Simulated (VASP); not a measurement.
Set up this calculation in VASP 6.6.1, as the native input.

```yaml
Task: single point
Functional: PBE
Potentials_or_basis: VASP PAW PBE potentials, release 64 (Y_sv, Tl_d, S)
Cutoff: 520 eV
k_mesh: 4 × 4 × 4
Occupations: gaussian, width 0.1 eV
Spin: no spin polarisation
Dipole_correction: no
Further_INCAR_settings: ALGO = Normal; EDIFF = 1e-06; NBANDS = 29
```

The structure of YTlS3 lies in POSCAR:

```
YTlS3
1.0
    5.3746023100      0.0000000000      0.0000000000
    0.0000000000      5.3746023100      0.0000000000
    0.0000000000      0.0000000000      5.3746023100
Y Tl S
1 1 3
Direct
    0.0000000000      0.0000000000      0.0000000000
    0.5000000000      0.5000000000      0.5000000000
    0.5000000000      0.0000000000      0.0000000000
    0.0000000000      0.5000000000      0.0000000000
    0.0000000000      0.0000000000      0.5000000000
```

The cell was built by a generator and needn't be a form met in nature.

These files were run (other wordings do the same):

INCAR

```
ALGO = Normal
EDIFF = 1E-6
ENCUT = 520
GGA = PE
ISIF = 2
ISMEAR = 0
LASPH = T
LCHARG = T
LELF = T
LREAL = F
LVHAR = T
LWAVE = F
NBANDS = 29
NELM = 80
PREC = Accurate
SIGMA = 0.1
```

KPOINTS

```
k-points
0
Gamma
  4 4 4
```

Potentials or basis: VASP PAW PBE potentials, release 64 (Y_sv, Tl_d, S).

Run with:

```console
$ cat potpaw_PBE.64/Y_sv/POTCAR potpaw_PBE.64/Tl_d/POTCAR potpaw_PBE.64/S/POTCAR > POTCAR
$ mpirun -np 1 vasp_std > vasp.out
```

Results of the run:

The pressure is -1.3 GPa and the band gap on the k mesh is none (metal or under the smearing width).

It took 49 s on 1 thread of Intel(R) Xeon(R) Platinum 8259CL CPU @ 2.50GHz (Skylake/Cascade Lake) (shared host), peak memory 0.26 GiB.
